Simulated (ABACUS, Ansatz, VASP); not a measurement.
# Equation of state of MnHg under PBE

```cif
data_structure
_symmetry_space_group_name_H-M 'P 1'
_symmetry_Int_Tables_number 1
_cell_length_a 3.3150
_cell_length_b 3.3150
_cell_length_c 3.3150
_cell_angle_alpha 90.000
_cell_angle_beta 90.000
_cell_angle_gamma 90.000
_cell_volume 36.43
loop_
_atom_site_label
_atom_site_type_symbol
_atom_site_fract_x
_atom_site_fract_y
_atom_site_fract_z
_atom_site_occupancy
Hg1 Hg 0.00000 0.00000 0.00000 1
Mn1 Mn 0.50000 0.50000 0.50000 1
```

The cell was scaled at fixed shape and fractions and run with Ansatz, Ansatz PAW, cutoff 420 eV; PBE, k mesh 8 × 8 × 8 on the cell of 2 atoms, fermi-dirac occupations of 0.05 eV, collinear spin, ferromagnetic start, no spin-orbit coupling. Energies are those that the program minimises, any entropy of the smearing included. For a metal such a mesh isn't converged to the digits shown. The magnetic state is the one that the start led to, which needn't be the lowest.

```tsv
V (Å³/atom)	energy over the lowest row (meV/atom)
17.1218	21.678
17.4861	10.472
17.8503	3.254
18.2146	0.000
18.5789	?
18.9432	4.303
19.3075	10.588
```

Question: Fit the third-order Birch-Murnaghan form, give V0, B0 and B′, and predict the energy left open.

Answer: With y = (V0/V)^(2/3), E = E0 + (9 V0 B0/16) [(y - 1)³ B′ + (y - 1)² (6 - 4y)]. Least squares through the rows shown give V0 = 18.3515 Å³/atom, E0 = -0.104 meV, B0 = 75.50 GPa (1 eV/Å³ = 160.218 GPa) and B′ = 4.09, with a largest miss of 0.148 meV, so B0 and B′ are loose. At V = 18.5789 the form with these constants gives 0.546 meV; the run gave 0.559 meV an atom. Other set-ups at this level, from all their volumes (Å³/atom, GPa): ABACUS, PseudoDojo NC SR 0.4.1 PBE standard, plane waves: V0 18.488, B0 71.84; VASP, PBE PAW files Hg, Mn_pv, 520 eV: V0 18.471, B0 75.56.
